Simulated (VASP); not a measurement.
**GaB and the effect of the dispersion correction**

The cell as given:

It takes space group P4/mmm (No. 123, tetragonal). The conventional cell has a = 2.718 Å, b = 2.718 Å, c = 3.236 Å, α = 90.00°, β = 90.00°, γ = 90.00°. Ga (site symmetry 4/mmm) has 8 B at 2.51 Å and 4 Ga at 2.72 Å as nearest neighbours. B (site symmetry 4/mmm) is surrounded by 8 Ga at 2.51 Å and 4 B at 2.72 Å.

The cell comes from a database or a generator and needn't be the stable form of this composition.

Kept alike: task relaxation of cell and atoms; functional PBEsol; k mesh 10 × 10 × 8; occupations fermi-dirac, width 0.05 eV; no spin polarisation. Program: VASP, PBE PAW files B, Ga_d, 600 eV. The mesh is that of the run's cell of 2 atoms. No spin-orbit coupling.

| dispersion correction | first edge of the run's cell (Å) | third edge of the run's cell (Å) |
| --- | --- | --- |
| D3(zero) | 2.636 | 3.229 |
| D3(BJ) | 2.632 | 3.206 |
| D4 | 2.639 | 3.201 |
| none | 2.669 | 3.218 |
| rVV10 (b = 20) | 2.668 | 3.209 |

The relaxations keep at least the cell's symmetry (P4/mmm). For a metal such a mesh leaves the last digits unconverged. All rows use potentials made for PBE.

**Question.** What does the dispersion correction change here?

**Answer.** The first edge of the run's cell runs from 2.632 (D3(BJ)) to 2.669 Å (none). The third edge of the run's cell runs from 3.201 (D4) to 3.229 Å (D3(zero)).
